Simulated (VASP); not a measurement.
Consider the following.

```yaml
crystal:
  lattice:
    - [0.00000, 2.42255, 2.42255]
    - [2.42255, 0.00000, 2.42255]
    - [2.42255, 2.42255, 0.00000]
  atoms:
    - { symbol: Gd, position: [0.00000, 0.00000, 0.00000] }
    - { symbol: N, position: [0.50000, 0.50000, 0.50000] }
```

Calculation: SCAN meta-GGA, VASP's PBE PAW potentials (set 64) (plane waves; VASP 6.6.1). Settings: 520 eV cut-off, 9×9×9 Γ-centred mesh, Gaussian smearing of 0.050 eV, potentials Gd_3 N.

The 4f electrons are frozen in the core of the lanthanide potential, so 4f levels, which can set the real gap, and their magnetism are missing.

Question: Estimate the energy per atom (σ→0), pressure.

Answer: 
```
Item                            Result
---------------------  ---------------
energy per atom (σ→0)  -29.474 eV/atom
pressure                     12.09 GPa
```

The absolute energy has meaning only against runs of the same code, potentials and settings.

The compound is GdN in the rock salt structure. This cell is one point of a volume scan, at 0.94 of the reference volume.
